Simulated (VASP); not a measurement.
Here is the system:

```
Mo3Si
1.0
    4.88664     0.00000     0.00000
    0.00000     4.88664     0.00000
    0.00000     0.00000     4.88664
Si Mo
2 6
Direct
  0.50000   0.50000   0.50000
  0.00000   0.00000   0.00000
  0.25000   0.00000   0.50000
  0.50000   0.25000   0.00000
  0.50000   0.75000   0.00000
  0.75000   0.00000   0.50000
  0.00000   0.50000   0.75000
  0.00000   0.50000   0.25000
```

All values below come from r2SCAN meta-GGA, VASP's PBE PAW potentials (set 64) (plane waves; VASP 6.6.1). Numerical set-up: 400 eV cut-off, 7×7×7 Γ-centred mesh, tetrahedra with Blöchl corrections, potentials Si Mo_sv.

Task: Predict the energy per atom (σ→0), band gap (over mesh and band path) with the smallest direct gap where there is one.

Result: 
```
Item                                                                   Value
----------------------------------  ----------------------------------------
band gap (over mesh and band path)  none (metal, semimetal or under 0.01 eV)
energy per atom (σ→0)                                        -22.079 eV/atom
```

The compound is Mo3Si in the A15 structure. It was relaxed first.
